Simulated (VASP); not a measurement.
Consider the following.

```
CELL_PARAMETERS angstrom
      0.00000     3.07828     3.07828
      3.07828     0.00000     3.07828
      3.07828     3.07828     0.00000
ATOMIC_POSITIONS crystal
  Cd 0.00000 0.00000 0.00000
  Se 0.25000 0.25000 0.25000
```

Computed with revTPSS meta-GGA, VASP's PBE PAW potentials (set 64) (plane waves; VASP). Settings: 520 eV cut-off, 8×8×8 Γ-centred mesh, tetrahedra with Blöchl corrections, potentials Cd Se.

Question: Give the energies of bands 7 to 11 at the high-symmetry points, in eV from the valence-band maximum.

Answer: 
```json
[
 {"band": "7", "Γ": "0.00", "X": "-3.90", "U": "-3.82", "L": "-4.20", "W": "-3.79"},
 {"band": "8", "Γ": "0.00", "X": "-1.76", "U": "-2.41", "L": "-0.70", "W": "-2.14"},
 {"band": "9", "Γ": "0.00", "X": "-1.76", "U": "-1.44", "L": "-0.70", "W": "-2.09"},
 {"band": "10", "Γ": "0.73", "X": "3.27", "U": "3.83", "L": "2.54", "W": "5.09"},
 {"band": "11", "Γ": "6.15", "X": "3.87", "U": "5.21", "L": "6.61", "W": "5.26"}
]
```

The gap is direct, 0.73 eV, from the valence maximum at Γ to the conduction minimum at Γ.

The compound is CdSe in the zinc blende structure, whereas wurtzite is the usual form. It was relaxed first, which changed the volume by +5 %.
